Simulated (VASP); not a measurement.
An input for Quantum ESPRESSO's pw.x (written as the equivalent of a VASP run, and not itself run):

```
&CONTROL
  calculation = 'vc-relax'
  pseudo_dir = './pseudo'
  outdir = './out'
  tprnfor = .true.
  tstress = .true.
  nstep = 40
  forc_conv_thr = 0.00078
/
&SYSTEM
  ibrav = 0
  nat = 3
  ntyp = 2
  ecutwfc = 58
  occupations = 'smearing'
  smearing = 'gaussian'
  degauss = 0.003675
  input_dft = 'pz'
/
&ELECTRONS
  conv_thr = 7.3e-08
  electron_maxstep = 100
/
&IONS
/
&CELL
  press = 100
/
ATOMIC_SPECIES
  Hf 178.490 Hf.upf
  S 32.060 S.upf
CELL_PARAMETERS angstrom
     1.7437086   -3.0201916    0.0000000
     1.7437086    3.0201916    0.0000000
     0.0000000    0.0000000    5.3734607
ATOMIC_POSITIONS crystal
  Hf   0.0000000  0.0000000  0.0000000
  S    0.3333330  0.6666670  0.2713287
  S    0.6666670  0.3333330  0.7286713
K_POINTS automatic
  7 7 4 0 0 0
```

Task: Write the VASP files for the same calculation (LDA).

Result: Several could match; the one computed here: 
### KPOINTS
```
kpoints
0
G
 7 7 4
```

**INCAR**
```
NELM = 100   # most electronic steps
LWAVE = .FALSE.
ISIF = 3   # ions, shape and volume
ALGO = Normal
NSW = 40   # most ionic steps
EDIFFG = -0.02
LASPH = .TRUE.   # aspherical one-centre terms
EDIFF = 1E-6
IBRION = 2
LREAL = .FALSE.   # projection in real space or not
SYSTEM = HfS2
SIGMA = 0.05   # width (eV)
ENCUT = 500
PSTRESS = 100   # kbar
LMAXMIX = 6
PREC = Accurate
ISMEAR = 0
LCHARG = .FALSE.
```

File POSCAR:
```
HfS2
1
    1.7437085950    -3.0201915717     0.0000000000
    1.7437085950     3.0201915717     0.0000000000
    0.0000000000     0.0000000000     5.3734607119
Hf S
1 2
Direct
  0.0000000000   0.0000000000   0.0000000000
  0.3333330000   0.6666670000   0.2713286644
  0.6666670000   0.3333330000   0.7286713356
```

POTCAR, in this order: Hf_pv S (LDA.64 set). Program: vasp_std.

What does not carry over: the potentials are each code's own (VASP's PAW set, PseudoDojo norm-conserving files in pw.x), so ENCUT and ecutwfc are chosen apart and not converted; conv_thr bounds pw.x's estimated SCF error, while EDIFF bounds the energy change between steps; forc_conv_thr acts on force components and is met together with etot_conv_thr.

The compound is HfS2 in the 1T layered structure. This run relaxes it under an external pressure of 10 GPa. Symmetry was kept, so distortions that lower it aren't found. The k-mesh is coarse (spacing up to 0.30 per Å, 2π included), so the numbers may not be converged in it.
